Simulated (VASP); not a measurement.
Calculation: PBEsol GGA, VASP's PBE PAW potentials (set 64) (plane waves; VASP 6.6.1).

A VASP calculation is set up with these files.

POSCAR:
```
BeMg3Te4
6.2294430
  1.0000000767   0.0000000000   0.0000000000
  0.0000000000   1.0000000767   0.0000000000
  0.0000000000   0.0000000000   1.0000000767
Mg Te Be
3 4 1
Cart
  0.0000000000   0.0000000000   0.0000000000
  0.5000000383   0.5000000383   0.0000000000
  0.5000000383   0.0000000000   0.5000000383
  0.2292781161   0.2707219223   0.2707219223
  0.7707219606   0.7292781544   0.2707219223
  0.7707219606   0.2707219223   0.7292781544
  0.2292781161   0.7292781544   0.7292781544
  0.0000000000   0.5000000383   0.5000000383
```

INCAR:
```
ALGO = Normal
EDIFF = 1E-7
ENCUT = 400
GGA = PS
ICHARG = 11
ISMEAR = 0
LASPH = .True.
LCHARG = .False.
LMAXMIX = 4
LORBIT = 11
LREAL = .False.
LWAVE = .False.
NELM = 100
PREC = Accurate
SIGMA = 0.05
SYSTEM = BeMg3Te4
```

**KPOINTS**
```
k-points along high-symmetry lines
15
Line-mode
Reciprocal
  0.000000   0.000000   0.000000 ! GAMMA
  0.000000   0.500000   0.000000 ! X

  0.000000   0.500000   0.000000 ! X
  0.500000   0.500000   0.000000 ! M

  0.500000   0.500000   0.000000 ! M
  0.000000   0.000000   0.000000 ! GAMMA

  0.000000   0.000000   0.000000 ! GAMMA
  0.500000   0.500000   0.500000 ! R

  0.500000   0.500000   0.500000 ! R
  0.000000   0.500000   0.000000 ! X

  0.500000   0.500000   0.500000 ! R
  0.500000   0.500000   0.000000 ! M
```

POTCAR, in this order: Mg Te Be (PBE.64 set). Program: vasp_std. Read from the step before: CHGCAR.

What VASP printed:

### OSZICAR
```
       N       E                     dE             d eps       ncg     rms          rms(c)
DAV:   1     0.110092049555E+03    0.11009E+03   -0.94688E+03  3780   0.951E+02
DAV:   2    -0.179266270352E+02   -0.12802E+03   -0.12192E+03  5290   0.147E+02
DAV:   3    -0.274865525981E+02   -0.95599E+01   -0.94979E+01  4742   0.458E+01
DAV:   4    -0.277267994854E+02   -0.24025E+00   -0.24004E+00  5025   0.866E+00
DAV:   5    -0.277319658957E+02   -0.51664E-02   -0.51655E-02  4797   0.128E+00
DAV:   6    -0.277321196804E+02   -0.15378E-03   -0.15378E-03  5133   0.190E-01
DAV:   7    -0.277321231992E+02   -0.35188E-05   -0.35186E-05  4831   0.275E-02
DAV:   8    -0.277321233411E+02   -0.14190E-06   -0.14189E-06  4028   0.493E-03
DAV:   9    -0.277321233471E+02   -0.60052E-08   -0.60042E-08  3289   0.118E-03
   1 F= -.27732123E+02 E0= -.27732123E+02  d E =-.293345E-13
```

**OUTCAR**
```
 val. band max:        2.5957808648   @ k =   0.0000   0.0000   0.0000

 cond. band min:       4.9720234250   @ k =   0.0000   0.0000   0.0000



 k-point     1 :       0.0000    0.0000    0.0000
  band No.  band energies     occupation
      1      -8.1788      2.00000
      2      -7.0892      2.00000
      3      -7.0892      2.00000
      4      -7.0892      2.00000
      5      -1.5240      2.00000
      6      -0.7515      2.00000
      7      -0.7515      2.00000
      8       0.7383      2.00000
      9       0.7383      2.00000
     10       0.7383      2.00000
     11       1.2885      2.00000
     12       1.2885      2.00000
     13       1.2885      2.00000
     14       2.5958      2.00000
     15       2.5958      2.00000
     16       2.5958      2.00000
     17       4.9720      0.00000
     18       5.1122      0.00000
     19       5.1122      0.00000
     20       5.1122      0.00000
     21       5.8533      0.00000

 k-point     2 :       0.0000    0.0357    0.0000
  band No.  band energies     occupation
      1      -8.1763      2.00000
      2      -7.0933      2.00000
      3      -7.0891      2.00000
      4      -7.0891      2.00000
      5      -1.5193      2.00000
      6      -0.7475      2.00000
      7      -0.7453      2.00000
      8       0.7312      2.00000
      9       0.7355      2.00000
     10       0.7355      2.00000
     11       1.2775      2.00000
     12       1.2891      2.00000
     13       1.2891      2.00000
     14       2.5696      2.00000
     15       2.5911      2.00000
     16       2.5911      2.00000
     17       5.0001      0.00000
     18       5.1131      0.00000
     19       5.1268      0.00000
     20       5.1268      0.00000
     21       5.8622      0.00000

 k-point     3 :       0.0000    0.0714    0.0000
  band No.  band energies     occupation
      1      -8.1689      2.00000
      2      -7.1054      2.00000
      3      -7.0887      2.00000
      4      -7.0887      2.00000
...
```

The density is held fixed in this step, so its total energy and stress have no physical meaning. Unless said otherwise, spin-orbit coupling is left out, though it shifts the bands of the heavy elements here.

The structure was generated: BeMg3Te4 was put into an ordered model structure (P-43m), which need not be its known phase. It was relaxed first.
